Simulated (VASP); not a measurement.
Calculation: B3LYP hybrid, VASP's PBE PAW potentials (set 64) (plane waves; VASP).

VASP ran on this input.

POSCAR:
```
PbF2
1
    0.0000000000     3.0035020000     3.0035020000
    3.0035020000     0.0000000000     3.0035020000
    3.0035020000     3.0035020000     0.0000000000
Pb F
1 2
Direct
  0.0000000000   0.0000000000   0.0000000000
  0.7500000000   0.7500000000   0.7500000000
  0.2500000000   0.2500000000   0.2500000000
```

### INCAR
```
# general
SYSTEM   = PbF2
PREC     = Accurate
ENCUT    = 400   # plane-wave cut-off (eV)
LREAL    = .FALSE.   # projection in real space or not
LASPH    = .TRUE.
ISYM     = 3

# electronic loop
EDIFF    = 1E-6
NELM     = 100   # most electronic steps
ALGO     = Normal
LMAXMIX  = 4   # l cut-off of mixed one-centre charges

# smearing
ISMEAR   = 0   # Gaussian
SIGMA    = 0.01   # width (eV)

# functional
GGA      = B3
AGGAC    = 0.81
AGGAX    = 0.72
ALDAC    = 0.19
LHFCALC  = .TRUE.
AEXX     = 0.2
HFRCUT   = -1
PRECFOCK = Fast

# ions
ISIF     = 2   # forces and stress, cell fixed

# output
LWAVE    = .FALSE.
LCHARG   = .FALSE.
```

File KPOINTS:
```
Regular mesh
0
Gamma
 3 3 3
0.5 0.5 0.5
```

POTCAR, in this order: Pb_d F (PBE.64 set). Program: vasp_std.

What VASP printed:

**OSZICAR**
```
       N       E                     dE             d eps       ncg     rms          rms(c)
DAV:   1    -0.277814171614E+04   -0.27781E+04   -0.13371E+04   216   0.149E+03
DAV:   2    -0.303627481922E+04   -0.25813E+03   -0.24633E+03   264   0.417E+02
DAV:   3    -0.305757515433E+04   -0.21300E+02   -0.21180E+02   238   0.140E+02
DAV:   4    -0.305813999164E+04   -0.56484E+00   -0.56466E+00   224   0.249E+01
DAV:   5    -0.205248602742E+02    0.30376E+04   -0.85523E+00   224   0.498E+01    0.878E+00
DAV:   6    -0.176680711864E+02    0.28568E+01   -0.95151E+00   278   0.270E+01    0.245E+00
DAV:   7    -0.178823164057E+02   -0.21425E+00   -0.15678E+00   220   0.853E+00    0.270E+00
DAV:   8    -0.178158473403E+02    0.66469E-01   -0.13103E-01   244   0.305E+00    0.120E+00
DAV:   9    -0.178046997029E+02    0.11148E-01   -0.47920E-02   220   0.186E+00    0.481E-01
DAV:  10    -0.178008713138E+02    0.38284E-02   -0.17956E-03   286   0.519E-01    0.289E-01
DAV:  11    -0.177994956369E+02    0.13757E-02   -0.18148E-03   244   0.352E-01    0.190E-01
DAV:  12    -0.177991826287E+02    0.31301E-03   -0.43583E-04   252   0.192E-01    0.120E-01
DAV:  13    -0.177990793486E+02    0.10328E-03   -0.96251E-05   220   0.116E-01    0.685E-02
DAV:  14    -0.177990510786E+02    0.28270E-04   -0.32764E-05   220   0.679E-02    0.401E-02
DAV:  15    -0.177990435944E+02    0.74842E-05   -0.11655E-05   216   0.381E-02    0.247E-02
DAV:  16    -0.177990420507E+02    0.15436E-05   -0.45230E-06   228   0.225E-02    0.156E-02
DAV:  17    -0.177990418739E+02    0.17688E-06   -0.14284E-06   168   0.134E-02
   1 F= -.17799042E+02 E0= -.17799042E+02  d E =-.238201E-32
```

**OUTCAR**
```
------------------------ aborting loop because EDIFF is reached ----------------------------------------
  FORCE on cell =-STRESS in cart. coord.  units (eV):
  Direction    XX          YY          ZZ          XY          YZ          ZX
  --------------------------------------------------------------------------------------
  Total       -2.3761086     -2.3761086     -2.3761086      0.0000000      0.0000000      0.0000000
  in kB      -70.2527110    -70.2527110    -70.2527110      0.0000000      0.0000000      0.0000000
  external PRESSURE =     -70.2527110 kB  Pullay stress =       0.0000000 kB
  volume of cell :       54.19
      direct lattice vectors                 reciprocal lattice vectors
     0.000000000  3.003502000  3.003502000    -0.166472338  0.166472338  0.166472338
     3.003502000  0.000000000  3.003502000     0.166472338 -0.166472338  0.166472338
     3.003502000  3.003502000  0.000000000     0.166472338  0.166472338 -0.166472338
 POSITION                                       TOTAL-FORCE (eV/Angst)
 -----------------------------------------------------------------------------------
      0.00000      0.00000      0.00000         0.000000      0.000000     -0.000000
      4.50525      4.50525      4.50525         0.000000      0.000000      0.000000
      1.50175      1.50175      1.50175        -0.000000     -0.000000      0.000000
 -----------------------------------------------------------------------------------
    total drift:                                0.000000      0.000000     -0.000015
  FREE ENERGIE OF THE ION-ELECTRON SYSTEM (eV)
  ---------------------------------------------------
  free  energy   TOTEN  =       -17.7990418739 eV

  energy  without entropy=      -17.7990418739  energy(sigma->0) =      -17.79904187

  exchange ACFDT corr.  =         0.00000000  see jH, gK, PRB 81, 115126
```
(Selected blocks of OUTCAR.)

At this cut-off the stress carries a Pulay error, which pulls relaxed volumes low.

The structure comes from a computed database's PbF2 entry; how it stands against other phases isn't given here. The cell was not relaxed at this level. The k-mesh is coarse (spacing up to 0.60 per Å, 2π included), so the numbers may not be converged in it. The run is one of a series of settings (AEXX = 0.2, AGGAC = 0.81, AGGAX = 0.72, ALDAC = 0.19, GGA = B3, HFRCUT = -1, ISYM = 3, LHFCALC = .TRUE., PRECFOCK = Fast, KPOINTS 3×3×3 Γ-centred mesh shifted by (0.5, 0.5, 0.5) against the base run), some of them coarse on purpose.
